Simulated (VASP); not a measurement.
Consider the following.

```xyz
8
Lattice="5.5911 0.0000 0.0000 0.0000 5.5911 0.0000 0.0000 0.0000 5.5911" Properties=species:S:1:pos:R:3 pbc="T T T"
Na     0.0000     0.0000     0.0000
Na     2.7955     2.7955     0.0000
Na     2.7955     0.0000     2.7955
Cl     2.7955     2.7955     2.7955
Cl     0.0000     0.0000     2.7955
Cl     0.0000     2.7955     0.0000
Cl     2.7955     0.0000     0.0000
Li     0.0000     2.7955     2.7955
```

Calculation: PBE GGA, VASP's PBE PAW potentials (set 64) (plane waves; VASP 6.6.1). Settings: 500 eV cut-off, 4×4×4 Γ-centred mesh, Gaussian smearing of 0.050 eV, potentials Na_pv Cl Li_sv.

**Question.** Estimate the energy per atom (σ→0), band gap (on the k-mesh) with the smallest direct gap where there is one.

**Answer.** 
```
Item                                         Result
-----------------------------------  --------------
band gap (on the k-mesh)                    5.17 eV
smallest direct gap (on the k-mesh)         5.17 eV
energy per atom (σ→0)                -3440 meV/atom
```

Total energies compare only between runs with the same potentials, cut-off and functional.

The structure was generated: LiNa3Cl4 was put into an ordered model structure (Pm-3m), which need not be its known phase. It was relaxed first.
